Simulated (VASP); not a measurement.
Consider the following.

```yaml
crystal:
  lattice:
    - [0.00000, 2.18692, 2.18692]
    - [2.18692, 0.00000, 2.18692]
    - [2.18692, 2.18692, 0.00000]
  atoms:
    - { symbol: Si, position: [0.00000, 0.00000, 0.00000] }
    - { symbol: C, position: [0.25000, 0.25000, 0.25000] }
```

All values below come from optB86b-vdW, VASP's PBE PAW potentials (set 64) (plane waves; VASP). Numerical set-up: 520 eV cut-off, Gaussian smearing of 0.050 eV, potentials Si C.

Problem. What does the run give for the band gap (along the path) with the smallest direct gap where there is one?

Solution. 
```yaml
band gap (along the path): 1.41 eV
smallest direct gap (along the path): 4.57 eV
```

Total energies compare only between runs with the same potentials, cut-off and functional.

The compound is SiC in the zinc blende structure. It was relaxed first.
